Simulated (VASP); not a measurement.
Runs of VASP 6.6.1 on ZnCdPt3. Symmetry: Pm-3m, No. 221, cubic system. Conventional cell: a = 4.146 Å, b = 4.146 Å, c = 4.146 Å, α = 90.00°, β = 90.00°, γ = 90.00°. Zn (site symmetry m-3m) is surrounded by 6 Pt at 2.07 Å. Around Cd (site symmetry m-3m) lie 12 Pt at 2.93 Å. Around Pt (site symmetry 4/mmm) lie 2 Zn at 2.07 Å. The cell was built by a generator and needn't be a form met in nature.

| task | level | potentials or basis | U | cell | cutoff (eV) | smearing | gap on the mesh (eV) | pressure (GPa) | relaxed volume (Å³/atom) |
| --- | --- | --- | --- | --- | --- | --- | --- | --- | --- |
| relaxation of cell and atoms | LDA | VASP PAW LDA potentials, release 64 (Zn, Cd, Pt) | - | relaxed | 600 | methfessel-paxton 0.1 eV | none | 0.0 | (a) |
| single point | PBE | VASP PAW PBE potentials, release 64 (Zn, Cd, Pt) | - | as given | 520 | fermi-dirac 0.05 eV | none | 84.7 | - |
| single point | LDA+U | VASP PAW LDA potentials, release 54 (Zn, Cd, Pt) | Pt d U = 4 eV | as given | 520 | methfessel-paxton 0.1 eV | none | 56.0 | - |
| relaxation of cell and atoms | PBE | VASP PAW PBE potentials, release 64 (Zn, Cd, Pt) | - | relaxed | 600 | methfessel-paxton 0.1 eV | none | 0.0 | 19.92 |

Alike in all rows: no spin polarisation; k mesh 7 × 7 × 7.

Task: Fill in the values left out.

Result: (a) 18.41.

Caveats: the volume moved by over 15 % at a fixed basis, so the end points are rough (some runs); a pressure of tens of GPa on the cell as given is suspect, and the run, the potentials or the cell itself is likely at fault (some runs); U without spin polarisation on a metal has little footing (some runs); the U is typed as a test and isn't derived for this compound (some runs).

A k mesh can miss the band edges, and the runs leave out spin-orbit coupling on Cd, Pt.

A gap of «none» marks a metal or a gap under the smearing width.
